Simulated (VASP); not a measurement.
Set up this calculation in VASP 6.6.1, as the native input.

- Task: single point
- Functional: PBEsol
- Potentials or basis: VASP PAW PBE potentials, release 64 (Bi_d, Te)
- Cutoff: 520 eV
- k mesh: 12 × 12 × 12
- Occupations: gaussian, width 0.15 eV
- Spin: no spin polarisation
- Dipole correction: no
- Further INCAR settings: ALGO = Fast; EDIFF = 1e-06; NBANDS = 18

The structure of BiTe lies in POSCAR:

```
BiTe
1.0
    2.4227077728      1.3987509848      3.3172919545
   -2.4227077728      1.3987509848      3.3172919545
    0.0000000000     -2.7975019696      3.3172919545
Bi Te
1 1
Direct
    0.5000000000      0.5000000000      0.5000000000
    0.0000000000      0.0000000000      0.0000000000
```

The cell comes from a database or a generator and needn't be the stable form of this composition.

One way to write it, as run:

INCAR

```
SYSTEM = BiTe
ALGO     = Fast           ! electronic algorithm
EDIFF    = 1E-6           ! SCF threshold, eV
ENCUT    = 520            ! plane-wave cutoff, eV
GGA      = PS             ! functional
ISIF     = 2              ! what is computed and relaxed
ISMEAR   = 0              ! smearing method
LASPH    = .True.         ! aspherical terms in the spheres
LCHARG   = .False.        ! write CHGCAR
LREAL    = .False.        ! projectors in reciprocal space
LWAVE    = .False.        ! write WAVECAR
NBANDS   = 18             ! bands
NELM     = 100            ! most SCF steps
PREC     = Accurate       ! precision mode
SIGMA    = 0.15           ! smearing width, eV
```

KPOINTS

```
k-points
0
Gamma
  12 12 12
  0 0 0
```

Potentials or basis: VASP PAW PBE potentials, release 64 (Bi_d, Te).

Run with:

```sh
$ cat potpaw_PBE.64/Bi_d/POTCAR potpaw_PBE.64/Te/POTCAR > POTCAR
$ mpirun -np 1 vasp_std > vasp.out
```

Results of the run:

```yaml
Pressure: -2.5 GPa
Band_gap_on_the_k_mesh: none (metal or under the smearing width)
```

Caveat: the PAW data sets were made with another functional, which shifts forces and pressure a little; spin-orbit coupling is left out, which moves the levels of the heavy elements.

Wall time 98 s on 1 thread of Intel(R) Xeon(R) Platinum 8488C (Sapphire Rapids), with other jobs on the host, peak memory 0.35 GiB.
